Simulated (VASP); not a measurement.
# In2Au under strain, part 4 of 4

How does the pressure of In2Au answer to a change of volume? The bands are shown for each cell. All runs use LDA. Left out of this account: 1 further run (self-consistent run: a reference on another mesh). The start is a cell from a database of measured crystal structures.

VASP 6.6.1; LDA; plane waves and PAW (In_d, Au).

Still holding for the runs below: This run has no spin polarisation. Its electron count is odd, so without a moment it is a metal by construction. Spin-orbit coupling is off here; with elements this heavy it splits and shifts levels by tenths of an eV or more.

So far, pressure (GPa): step 2 (bands, cell as listed) -1.11; step 3 (cell volume +4.0 %) -3.68; step 4 (cell volume +8.0 %) -5.69; step 5 (bands, sheared, principal strains -2.3, +0.0, +2.4 %) -0.848; step 6 (cell volume -4.0 %) 2.40.

The database entry behind the starting cell differs from later determinations by our own check (0.1 to 0.3 % short, probably kX units), so it need not match the best structure at ambient conditions.

## 7. Bands, volume times 0.92

The cell is scaled evenly once more. A prediction first. A parabola through the 4 pressures of evenly scaled cells so far, P = -1.07 -76.0 t +210 t² GPa with t = ln(V/V₁) and V₁ the volume at scale 1, gives 6.73 GPa at t = -0.0834.

File INCAR:

```
SYSTEM = In2Au
PREC = Accurate
ENCUT = 400
EDIFF = 1E-06
NELM = 100
ISMEAR = -1
SIGMA = 0.05
LREAL = .FALSE.
ALGO = Normal
GGA = CA
NBANDS = 31
LASPH = .TRUE.
LORBIT = 11
LWAVE = .FALSE.
LCHARG = .FALSE.
KPAR = 4
```

File POSCAR:

```
In2Au
1.0
    0.0000000000      3.1618862740      3.1618862740
    3.1618862740      0.0000000000      3.1618862740
    3.1618862740      3.1618862740      0.0000000000
In Au
2 1
Direct
    0.2500000000      0.2500000000      0.2500000000
    0.7500000000      0.7500000000      0.7500000000
    0.0000000000      0.0000000000      0.0000000000
```

File KPOINTS:

```
Automatic mesh
0
Gamma
8 8 8
0 0 0
```

File KPOINTS_OPT:

```
Line mode
16
Line-mode
Reciprocal
  0.00000000   0.00000000   0.00000000 GAMMA
  0.50000000   0.00000000   0.50000000 X

  0.50000000   0.00000000   0.50000000 X
  0.50000000   0.25000000   0.75000000 W

  0.50000000   0.25000000   0.75000000 W
  0.37500000   0.37500000   0.75000000 K

  0.37500000   0.37500000   0.75000000 K
  0.00000000   0.00000000   0.00000000 GAMMA

  0.00000000   0.00000000   0.00000000 GAMMA
  0.50000000   0.50000000   0.50000000 L

  0.50000000   0.50000000   0.50000000 L
  0.62500000   0.25000000   0.62500000 U

  0.62500000   0.25000000   0.62500000 U
  0.50000000   0.25000000   0.75000000 W

  0.50000000   0.25000000   0.75000000 W
  0.50000000   0.50000000   0.50000000 L

  0.50000000   0.50000000   0.50000000 L
  0.37500000   0.37500000   0.75000000 K

  0.62500000   0.25000000   0.62500000 U
  0.50000000   0.00000000   0.50000000 X
```

The projector-augmented-wave data sets are In_d and Au (LDA family, release 64).

The run is started by

```console
$ mpirun -np 4 vasp_std
```

What it wrote:

```text
[... set-up lines as in an earlier step ...]
 entering main loop
       N       E                     dE             d eps       ncg     rms          rms(c)
DAV:   1     0.313860013700E+03    0.31386E+03   -0.14565E+04  1953   0.137E+03
DAV:   2     0.187278549635E+02   -0.29513E+03   -0.27930E+03  1847   0.369E+02
DAV:   3    -0.114407276695E+02   -0.30169E+02   -0.29774E+02  2107   0.121E+02
DAV:   4    -0.124016763036E+02   -0.96095E+00   -0.96041E+00  2092   0.222E+01
DAV:   5    -0.124520546082E+02   -0.50378E-01   -0.50375E-01  2740   0.459E+00    0.976E+00
DAV:   6    -0.117029755045E+02    0.74908E+00   -0.20687E+00  2191   0.108E+01    0.539E+00
DAV:   7    -0.116343341491E+02    0.68641E-01   -0.11597E-01  2541   0.423E+00    0.303E+00
DAV:   8    -0.116093300924E+02    0.25004E-01   -0.28622E-02  2777   0.174E+00    0.397E-01
DAV:   9    -0.116084486635E+02    0.88143E-03   -0.36648E-03  2525   0.871E-01    0.274E-01
DAV:  10    -0.116084000316E+02    0.48632E-04   -0.36077E-04  2313   0.182E-01    0.505E-02
DAV:  11    -0.116083997823E+02    0.24929E-06   -0.14153E-05  2294   0.357E-02    0.174E-02
DAV:  12    -0.116084007385E+02   -0.95618E-06   -0.16980E-06  1787   0.751E-03
   1 F= -.11608401E+02 E0= -.11604207E+02  d E =-.838674E-02
 Start KPOINTS_OPT (optional k-point list driver)
k-point batch [1-29\160]
       N       E                     dE             ncg
DAV:   1     0.821514642787E+04   -0.14032E+05     1880
DAV:   2    -0.491441819049E+03   -0.87066E+04     1833
DAV:   3    -0.136842298833E+04   -0.87698E+03     2087
DAV:   4    -0.139769491041E+04   -0.29272E+02     2197
DAV:   5    -0.139917664340E+04   -0.14817E+01     2626
DAV:   6    -0.139919358325E+04   -0.16940E-01     2323
DAV:   7    -0.139919432576E+04   -0.74251E-03     2679
DAV:   8    -0.139919433786E+04   -0.12100E-04     2244
DAV:   9    -0.139919433823E+04   -0.37433E-06     1414
[...]
k-point batch [146-160\160]
       N       E                     dE             ncg
DAV:   1     0.180943427839E+05   -0.11866E+05      996
DAV:   2     0.136599502594E+05   -0.44344E+04      958
DAV:   3     0.131852741741E+05   -0.47468E+03     1049
DAV:   4     0.131694022683E+05   -0.15872E+02     1207
DAV:   5     0.131686105031E+05   -0.79177E+00     1346
DAV:   6     0.131686008399E+05   -0.96632E-02     1246
DAV:   7     0.131686004304E+05   -0.40953E-03     1346
DAV:   8     0.131686004238E+05   -0.65948E-05     1231
DAV:   9     0.131686004236E+05   -0.19389E-06      704
```

The job ended after 29 s (4 MPI ranks of Intel Xeon Platinum 8559C (Emerald Rapids), shared host; peak memory 0.75 GiB; 1.9 min of CPU time).

Parts of OUTCAR (step 7):

```text
   ENCUT  =  400.0 eV  29.40 Ry    5.42 a.u.   7.29  7.29  7.29*2*pi/ulx,y,z

   NELECT =      37.0000    total number of electrons

 E-fermi :   9.1024

 k-point     1 :       0.0000    0.0000    0.0000
  band No.  band energies     occupation
    ...
     12       2.8793      2.00000
     13       2.8793      2.00000
     14       2.8793      2.00000
     15       3.8905      2.00000
     16       3.8905      2.00000
     17       9.6412      0.00004
     18      12.3110      0.00000
     19      12.3110      0.00000
     20      12.3110      0.00000
     21      12.9597      0.00000
    ...

  Total        2.6606256      2.6606256      2.6606256     -0.0000000     -0.0000000      0.0000000
  in kB       67.4257233     67.4257233     67.4257233     -0.0000000     -0.0000000      0.0000000
  external PRESSURE =      67.4257233 kB  Pullay stress =       0.0000000 kB

 POSITION                                       TOTAL-FORCE (eV/Angst)
 -----------------------------------------------------------------------------------
      1.58094      1.58094      1.58094         0.000000     -0.000000      0.000000
      4.74283      4.74283      4.74283         0.000000     -0.000000     -0.000000
      0.00000      0.00000      0.00000        -0.000000      0.000000     -0.000000
 -----------------------------------------------------------------------------------
    total drift:                                0.000000     -0.000000      0.000000

  FREE ENERGIE OF THE ION-ELECTRON SYSTEM (eV)
  ---------------------------------------------------
  free  energy   TOTEN  =       -11.6084007385 eV

  energy  without entropy=      -11.6000140023  energy(sigma->0) =      -11.60420737

[... 4 parts as in an earlier step ...]

[... 12 further parts left out ...]
```

This step gave:

- SCF cycles: 12
- free energy (TOTEN): -11.61 eV
- energy at zero smearing: -11.60 eV
- Fermi energy: 9.102 eV
- pressure: 6.743 GPa

The electronic bands at the labelled points (eV, zero at the Fermi level; # counts the bands kept, so #1 is VASP's band 11):

| point | #6 | #7 | #8 | #9 | #10 | #11 | #12 | #13 |
| --- | --- | --- | --- | --- | --- | --- | --- | --- |
| Γ | -5.21 | 0.54 | 3.21 | 3.21 | 3.21 | 3.86 | 3.86 | 3.86 |
| 0.47 of the way | -5.24 | -0.58 | -0.17 | -0.17 | 0.10 | 3.21 | 6.00 | 6.46 |
| X | -5.28 | -4.59 | -2.29 | -2.29 | -0.06 | 2.43 | 9.50 | 9.50 |
| 0.47 of the way | -5.11 | -4.79 | -3.08 | -2.39 | 1.18 | 3.24 | 7.12 | 8.64 |
| W | -4.95 | -4.26 | -4.26 | -2.48 | 3.88 | 3.88 | 5.29 | 5.85 |
| 0.47 of the way | -5.04 | -4.58 | -3.83 | -2.13 | 2.34 | 4.77 | 5.28 | 6.92 |
| K | -5.20 | -4.69 | -3.69 | -1.45 | 1.18 | 4.56 | 7.00 | 7.05 |
| 0.53 of the way | -5.23 | -1.63 | -1.62 | 1.92 | 2.99 | 3.08 | 3.98 | 4.87 |
| Γ | -5.21 | 0.54 | 3.21 | 3.21 | 3.21 | 3.86 | 3.86 | 3.86 |
| 0.47 of the way | -5.27 | -1.85 | 1.58 | 1.69 | 1.69 | 3.87 | 4.24 | 4.24 |
| L | -5.23 | -5.07 | 0.73 | 0.73 | 2.11 | 2.77 | 3.76 | 3.76 |
| 0.47 of the way | -5.20 | -5.02 | -1.72 | -0.18 | 1.85 | 4.19 | 4.98 | 6.12 |
| U | -5.20 | -4.69 | -3.69 | -1.45 | 1.18 | 4.56 | 7.00 | 7.05 |
| 0.53 of the way | -5.04 | -4.58 | -3.83 | -2.13 | 2.34 | 4.77 | 5.28 | 6.92 |
| W | -4.95 | -4.26 | -4.26 | -2.48 | 3.88 | 3.88 | 5.29 | 5.85 |
| 0.47 of the way | -5.13 | -4.90 | -2.47 | -1.04 | 2.86 | 3.38 | 6.19 | 6.83 |
| L | -5.23 | -5.07 | 0.73 | 0.73 | 2.11 | 2.77 | 3.76 | 3.76 |
| 0.47 of the way | -5.20 | -5.02 | -1.72 | -0.18 | 1.85 | 4.19 | 4.98 | 6.12 |
| K | -5.20 | -4.69 | -3.69 | -1.45 | 1.18 | 4.56 | 7.00 | 7.05 |
| jump to U | -5.20 | -4.69 | -3.69 | -1.45 | 1.18 | 4.56 | 7.00 | 7.05 |
| 0.47 of the way | -5.18 | -4.76 | -3.03 | -2.04 | 0.60 | 3.04 | 8.35 | 8.42 |
| X | -5.28 | -4.59 | -2.29 | -2.29 | -0.06 | 2.43 | 9.50 | 9.50 |

Of the projections kept (In, Au), the largest for each band there; the rest of the weight can lie on other orbitals:

| point | #6 | #7 | #8 | #9 | #10 | #11 | #12 | #13 |
| --- | --- | --- | --- | --- | --- | --- | --- | --- |
| Γ | Au 0.97 | In 1.00 | In 0.65 | In 0.65 | In 0.65 | Au 0.55 | Au 0.55 | Au 0.55 |
| X | Au 1.00 | Au 0.88 | In 0.74 | In 0.74 | In 0.57 | Au 0.62 | In 0.88 | In 0.88 |
| W | Au 0.90 | Au 0.64 | Au 0.64 | Au 0.56 | In 0.77 | In 0.77 | In 0.53 | Au 0.53 |
| K | Au 0.78 | Au 0.76 | Au 0.67 | In 0.67 | In 0.61 | In 0.57 | In 0.83 | In 0.87 |
| Γ | Au 0.97 | In 1.00 | In 0.65 | In 0.65 | In 0.65 | Au 0.55 | Au 0.55 | Au 0.55 |
| L | Au 0.98 | Au 0.89 | In 0.68 | In 0.68 | In 0.52 | In 1.00 | In 0.68 | In 0.68 |

 The pressure is 6.74 GPa. The parabola predicted 6.73 GPa, -0.01 GPa off.

## 8. Bands, atoms displaced by up to 0.16 Å

The atoms are moved off their sites at random, as a crude picture of disorder.

INCAR is that of step 7.

File POSCAR:

```
In2Au
1.0
    0.0000000000      3.2510000000      3.2510000000
    3.2510000000      0.0000000000      3.2510000000
    3.2510000000      3.2510000000      0.0000000000
In Au
2 1
Direct
    0.2897080000      0.2303280000      0.2301890000
    0.7180870000      0.7716650000      0.7503290000
   -0.0273330000      0.0191000000      0.0083630000
```

KPOINTS is that of step 7.

KPOINTS_OPT is that of step 7.

The run is started by

```console
$ mpirun -np 4 vasp_std
```

What it wrote:

```text
[... set-up lines as in an earlier step ...]
 entering main loop
       N       E                     dE             d eps       ncg     rms          rms(c)
DAV:   1     0.324377089253E+03    0.32438E+03   -0.14391E+04 16861   0.133E+03
DAV:   2     0.203403449371E+02   -0.30404E+03   -0.28749E+03 16421   0.370E+02
DAV:   3    -0.111768418875E+02   -0.31517E+02   -0.31112E+02 19075   0.124E+02
DAV:   4    -0.121991031801E+02   -0.10223E+01   -0.10216E+01 18616   0.230E+01
DAV:   5    -0.122514341724E+02   -0.52331E-01   -0.52324E-01 25045   0.476E+00    0.869E+00
DAV:   6    -0.115772226817E+02    0.67421E+00   -0.21033E+00 18528   0.104E+01    0.493E+00
DAV:   7    -0.115146040585E+02    0.62619E-01   -0.12070E-01 22749   0.395E+00    0.281E+00
DAV:   8    -0.114927678768E+02    0.21836E-01   -0.30143E-02 25143   0.166E+00    0.319E-01
DAV:   9    -0.114917198621E+02    0.10480E-02   -0.44323E-03 23165   0.887E-01    0.249E-01
DAV:  10    -0.114916795187E+02    0.40343E-04   -0.44633E-04 21279   0.173E-01    0.484E-02
DAV:  11    -0.114916789788E+02    0.53990E-06   -0.16660E-05 20727   0.364E-02    0.200E-02
DAV:  12    -0.114916802629E+02   -0.12841E-05   -0.25950E-06 16797   0.938E-03    0.404E-03
DAV:  13    -0.114916803066E+02   -0.43642E-07   -0.23075E-07 11007   0.451E-03
   1 F= -.11491680E+02 E0= -.11489048E+02  d E =-.526548E-02
 Start KPOINTS_OPT (optional k-point list driver)
k-point batch [1-160\160]
       N       E                     dE             ncg
DAV:   1     0.466951419115E+05   -0.93406E+05    10288
DAV:   2    -0.136353136649E+04   -0.48059E+05    10165
DAV:   3    -0.638885477142E+04   -0.50253E+04    11799
DAV:   4    -0.655692735471E+04   -0.16807E+03    11712
DAV:   5    -0.656568547145E+04   -0.87581E+01    15016
DAV:   6    -0.656579686705E+04   -0.11140E+00    12408
DAV:   7    -0.656580099130E+04   -0.41243E-02    14968
DAV:   8    -0.656580106553E+04   -0.74226E-04    11923
DAV:   9    -0.656580106793E+04   -0.23951E-05     7545
DAV:  10    -0.656580106883E+04   -0.90375E-06     7250
```

Wall time 82 s (4 MPI ranks); peak memory 2.3 GiB; 5.4 min of CPU time.

Parts of OUTCAR (step 8):

```text
   NELECT =      37.0000    total number of electrons

 E-fermi :   7.8911

 k-point     1 :       0.0000    0.0000    0.0000
  band No.  band energies     occupation
    ...
     12       2.0408      2.00000
     13       2.1885      2.00000
     14       2.2733      2.00000
     15       3.0570      2.00000
     16       3.0675      2.00000
     17       8.0930      0.03464
     18      10.7832      0.00000
     19      10.8132      0.00000
     20      10.8947      0.00000
     21      11.3206      0.00000
    ...

  Total        0.2764074      0.3438252      0.1754977     -0.8372829      1.2437693     -1.1541264
  in kB        6.4443536      8.0161777      4.0916756    -19.5209931     28.9980984    -26.9081016
  external PRESSURE =       6.1840690 kB  Pullay stress =       0.0000000 kB

 POSITION                                       TOTAL-FORCE (eV/Angst)
 -----------------------------------------------------------------------------------
      1.49714      1.69019      1.69064         1.178555     -0.974925     -0.836820
      4.94800      4.77382      4.84318        -0.273005      0.371579      0.142466
      0.08928      3.18933      3.22423        -0.905550      0.603346      0.694355
 -----------------------------------------------------------------------------------
    total drift:                                0.000152      0.000440     -0.000106

  FREE ENERGIE OF THE ION-ELECTRON SYSTEM (eV)
  ---------------------------------------------------
  free  energy   TOTEN  =       -11.4916803066 eV

  energy  without entropy=      -11.4864148252  energy(sigma->0) =      -11.48904757

[... 5 parts as in an earlier step ...]

[... 12 further parts left out ...]
```

This step gave:

```yaml
scf_cycles: 13
irreducible_k_points: 260
symmetry_operations: 1
free_energy_toten: -11.49 eV
energy_at_zero_smearing: -11.49 eV
fermi_energy: 7.891 eV
pressure: 0.6184 GPa
```

The electronic bands at the labelled points (eV, zero at the Fermi level; # counts the bands kept, so #1 is VASP's band 11):

| point | #6 | #7 | #8 | #9 | #10 | #11 | #12 | #13 |
| --- | --- | --- | --- | --- | --- | --- | --- | --- |
| Γ | -4.82 | 0.20 | 2.89 | 2.92 | 3.00 | 3.43 | 3.99 | 4.14 |
| 0.47 of the way | -4.83 | -0.78 | -0.18 | 0.04 | 0.15 | 3.17 | 5.64 | 6.18 |
| X | -4.83 | -4.30 | -1.92 | -1.85 | -0.31 | 2.37 | 8.78 | 9.11 |
| 0.47 of the way | -4.73 | -4.45 | -2.77 | -2.00 | 0.98 | 3.14 | 6.73 | 8.23 |
| W | -4.58 | -4.19 | -3.69 | -2.12 | 3.25 | 3.96 | 5.01 | 5.75 |
| 0.47 of the way | -4.64 | -4.30 | -3.43 | -1.81 | 2.05 | 4.57 | 5.02 | 6.70 |
| K | -4.76 | -4.37 | -3.31 | -1.08 | 0.88 | 4.38 | 6.53 | 6.86 |
| 0.53 of the way | -4.80 | -1.69 | -1.28 | 1.79 | 2.60 | 2.95 | 4.00 | 4.80 |
| Γ | -4.82 | 0.20 | 2.89 | 2.92 | 3.00 | 3.43 | 3.99 | 4.14 |
| 0.53 of the way | -4.84 | -2.31 | 1.11 | 1.42 | 1.87 | 3.44 | 3.69 | 4.40 |
| L | -4.77 | -4.65 | 0.40 | 1.42 | 1.68 | 2.67 | 3.07 | 4.18 |
| 0.47 of the way | -4.73 | -4.62 | -1.42 | -0.07 | 1.52 | 3.90 | 4.95 | 5.96 |
| U | -4.74 | -4.34 | -3.24 | -1.14 | 0.82 | 4.40 | 6.53 | 6.88 |
| 0.53 of the way | -4.62 | -4.28 | -3.38 | -1.86 | 2.02 | 4.58 | 5.02 | 6.70 |
| W | -4.58 | -4.19 | -3.69 | -2.12 | 3.25 | 3.96 | 5.01 | 5.75 |
| 0.47 of the way | -4.74 | -4.52 | -1.94 | -1.08 | 2.34 | 3.45 | 6.00 | 6.38 |
| L | -4.77 | -4.65 | 0.40 | 1.42 | 1.68 | 2.67 | 3.07 | 4.18 |
| 0.47 of the way | -4.75 | -4.62 | -1.56 | 0.05 | 1.56 | 3.92 | 4.85 | 5.96 |
| K | -4.76 | -4.37 | -3.31 | -1.08 | 0.88 | 4.38 | 6.53 | 6.86 |
| jump to U | -4.74 | -4.34 | -3.24 | -1.14 | 0.82 | 4.40 | 6.53 | 6.88 |
| 0.47 of the way | -4.75 | -4.43 | -2.63 | -1.64 | 0.29 | 2.98 | 7.84 | 8.07 |
| X | -4.83 | -4.30 | -1.92 | -1.85 | -0.31 | 2.37 | 8.78 | 9.11 |

Of the projections kept (In, Au), the largest for each band there; the rest of the weight can lie on other orbitals:

| point | #6 | #7 | #8 | #9 | #10 | #11 | #12 | #13 |
| --- | --- | --- | --- | --- | --- | --- | --- | --- |
| Γ | Au 0.98 | In 1.00 | In 0.62 | In 0.62 | In 0.62 | In 0.62 | Au 0.58 | Au 0.81 |
| X | Au 0.99 | Au 0.89 | In 0.75 | In 0.72 | In 0.56 | Au 0.62 | In 0.90 | In 0.86 |
| W | Au 0.92 | Au 0.72 | Au 0.63 | Au 0.54 | In 0.78 | In 0.75 | In 0.52 | In 0.50 |
| K | Au 0.84 | Au 0.80 | Au 0.65 | In 0.67 | In 0.61 | In 0.57 | In 0.83 | In 0.85 |
| Γ | Au 0.98 | In 1.00 | In 0.62 | In 0.62 | In 0.62 | In 0.62 | Au 0.58 | Au 0.81 |
| L | Au 0.98 | Au 0.92 | In 0.69 | In 0.65 | In 0.52 | In 0.99 | In 0.69 | In 0.68 |

Force by atom:

| atom | x (eV/Å) | y (eV/Å) | z (eV/Å) | size |
| --- | --- | --- | --- | --- |
| In1 | 1.18 | -0.97 | -0.84 | 1.74 |
| In2 | -0.27 | 0.37 | 0.14 | 0.48 |
| Au3 | -0.91 | 0.60 | 0.69 | 1.29 |

 The pressure is 0.62 GPa, and the symmetry operations fall from 48 to 1.

## 9. The runs together

| cell | mesh | pressure (GPa) | gap (eV) |
| --- | --- | --- | --- |
| cell as listed | 8×8×8 | -1.11 | none |
| volume times 1.04 | 8×8×8 | -3.68 | none |
| volume times 1.08 | 8×8×8 | -5.69 | none |
| sheared, principal strains -2.3, +0.0, +2.4 % | 8×8×8 | -0.85 | none |
| volume times 0.96 | 8×8×8 | 2.40 | none |
| volume times 0.92 | 8×8×8 | 6.74 | none |
| atoms displaced by up to 0.16 Å | 8×8×8 | 0.62 | none |

## 10. What came out

- pressure, cell as listed: -1.11 GPa
- pressure, volume times 1.04: -3.68 GPa
- pressure, volume times 1.08: -5.69 GPa
- pressure, sheared, principal strains -2.3, +0.0, +2.4 %: -0.848 GPa
- pressure, volume times 0.96: 2.40 GPa
- pressure, volume times 0.92: 6.74 GPa
- pressure, atoms displaced by up to 0.16 Å: 0.618 GPa
- bulk modulus at the listed volume, shape and positions held: 76.0 GPa

What this shows: The slope of pressure against ln V at the listed volume gives a bulk modulus of 76.0 GPa at fixed shape and positions. Spin-orbit coupling is left out, and with elements this heavy it would split and shift bands near the Fermi level. With an odd electron count and no spin the cell is a metal by construction.

[Lines on the potential files, build, host, timing and source positions are cut from VASP's logs without a mark.]

[Logs are printed without paths, hosts, clocks, repeated set-up lines and the standing remarks that a program may print on its own settings, such as how far it seeks lower states.]

[Hosts, paths, dates, database ids (printed as entryN), source tags and the programs' standing remarks are cut or masked in the printed files.]

[A measured line is paired with the nearest computed mode of its activity, which favours agreement.]

[In band tables of VASP the shares of atoms and orbitals are scaled to a sum of 1 inside the atoms' spheres.]
